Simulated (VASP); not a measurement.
A convergence study with VASP on LiF (rock salt): one setting is varied, all else stays as given below, so the limit is that of these other settings.

```yaml
crystal:
  lattice:
    - [0.00000, 2.01500, 2.01500]
    - [2.01500, 0.00000, 2.01500]
    - [2.01500, 2.01500, 0.00000]
  atoms:
    - { symbol: Li, position: [0.00000, 0.00000, 0.00000] }
    - { symbol: F, position: [0.50000, 0.50000, 0.50000] }
```

All values below come from PBE GGA, VASP's PBE PAW potentials (set 64) (plane waves; VASP 6.6.1). The tightest run used: 700 eV cut-off, 21×21×21 Γ-centred mesh, tetrahedra with Blöchl corrections, potentials Li_sv F.

Gaps are read on the run's mesh, which can miss a band edge.

**Question.** The settings run are 3×3×3 mesh; 4×4×4 mesh; 5×5×5 mesh; 6×6×6 mesh; 7×7×7 mesh; 8×8×8 mesh; 9×9×9 mesh; 10×10×10 mesh; 11×11×11 mesh; 12×12×12 mesh; 13×13×13 mesh; 14×14×14 mesh; 15×15×15 mesh; 16×16×16 mesh; 17×17×17 mesh; 18×18×18 mesh; 19×19×19 mesh; 20×20×20 mesh; 21×21×21 mesh. From which on does the stress (every component) stay within 0.2 GPa of the tightest run?

**Answer.** From 4×4×4 mesh on: it is off by 0.03 there and by no more than 0.2 in any finer run, while 3×3×3 mesh is off by 0.40.
| setting | E (eV/atom) | pressure (GPa) | gap on the mesh (eV) | irreducible k-points | difference judged (GPa) |
|---|---|---|---|---|---|
| 3×3×3 mesh | -4.8117 | 1.49 | 9.052 | 4 | 0.40 |
| 4×4×4 mesh | -4.8207 | 1.13 | 9.065 | 8 | 0.03 |
| 5×5×5 mesh | -4.8214 | 1.08 | 9.067 | 10 | 0.02 |
| 6×6×6 mesh | -4.8215 | 1.10 | 9.067 | 16 | 0.00 |
| 7×7×7 mesh | -4.8215 | 1.10 | 9.067 | 20 | 0.00 |
| 8×8×8 mesh | -4.8216 | 1.10 | 9.067 | 29 | 0.00 |
| 9×9×9 mesh | -4.8216 | 1.10 | 9.067 | 35 | 0.00 |
| 10×10×10 mesh | -4.8216 | 1.10 | 9.067 | 47 | 0.00 |
| 11×11×11 mesh | -4.8216 | 1.10 | 9.067 | 56 | 0.00 |
| 12×12×12 mesh | -4.8215 | 1.10 | 9.067 | 72 | 0.00 |
| 13×13×13 mesh | -4.8215 | 1.10 | 9.066 | 84 | 0.00 |
| 14×14×14 mesh | -4.8215 | 1.10 | 9.066 | 104 | 0.00 |
| 15×15×15 mesh | -4.8216 | 1.10 | 9.066 | 120 | 0.00 |
| 16×16×16 mesh | -4.8216 | 1.10 | 9.066 | 145 | 0.00 |
| 17×17×17 mesh | -4.8215 | 1.10 | 9.066 | 165 | 0.00 |
| 18×18×18 mesh | -4.8215 | 1.10 | 9.066 | 195 | 0.00 |
| 19×19×19 mesh | -4.8216 | 1.10 | 9.066 | 220 | 0.00 |
| 20×20×20 mesh | -4.8215 | 1.10 | 9.066 | 256 | 0.00 |
| 21×21×21 mesh | -4.8215 | 1.10 | 9.066 | 286 | 0.00 |

Left out are rungs that failed or repeat a setting and relaxations that didn't move; long series are thinned to 24 rows.

The compound is LiF in the rock salt structure. The cell was not relaxed at this level.
